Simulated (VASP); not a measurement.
VASP ran on this input.

**KPOINTS**
```
Automatic mesh
0
G
10 10 10
0 0 0
```

File POSCAR:
```
GaSb
1.0
  0.0000000000   2.8470176585   2.8470176585
  2.8470176585   0.0000000000   2.8470176585
  2.8470176585   2.8470176585   0.0000000000
Ga Sb
1 1
Direct
  0.0000000000   0.0000000000   0.0000000000
  0.5000000000   0.5000000000   0.5000000000
```

### INCAR
```
# general
SYSTEM  = GaSb
PREC    = Accurate
ENCUT   = 400
LREAL   = .FALSE.
LASPH   = .TRUE.   # aspherical one-centre terms

# electronic loop
EDIFF   = 1E-6
NELM    = 100   # most electronic steps
ALGO    = Normal
LMAXMIX = 4

# smearing
ISMEAR  = 1   # Methfessel-Paxton
SIGMA   = 0.1

# functional
GGA     = PS   # PBEsol

# ions
IBRION  = 2   # conjugate gradients
NSW     = 60   # most ionic steps
ISIF    = 3
EDIFFG  = -0.01

# output
LWAVE   = .FALSE.
LCHARG  = .FALSE.
```

POTCAR, in this order: Ga_d Sb (PBE.64 set). Program: vasp_std.

Problem. Write an equivalent input for Ansatz.

Solution. One equivalent input (not run):
Ansatz 0.2 input:
```yaml
crystal:
  lattice:
    - [0.0000000, 2.8470177, 2.8470177]
    - [2.8470177, 0.0000000, 2.8470177]
    - [2.8470177, 2.8470177, 0.0000000]
  atoms:
    - { symbol: Ga, position: [0.0000000, 0.0000000, 0.0000000] }
    - { symbol: Sb, position: [0.5000000, 0.5000000, 0.5000000] }
kpoints:
  mp_grid: { grid: [10, 10, 10] }
hamiltonian:
  xc: pbesol
  pseudopotentials: { kind: paw }
scf:
  occupations: { method: methfessel_paxton, width: 0.1 }
  max_iter: 100
relax:
  max_steps: 60
  f_tol: 0.01
  cell: {}
output: { forces: true, stress: true, eigenvalues: true }
```
What does not carry over: each code has its own PAW files, so the cut-off isn't converted (ENCUT is set for VASP's; basis.ecutwfc is left out, and Ansatz then takes the one that its files recommend); Ansatz stops its SCF on the density residual and VASP on the energy change (EDIFF).

The structure was generated: GaSb was put into the rock salt type (Fm-3m), which need not be its known phase. It was relaxed first. The start is the result of an earlier pass.
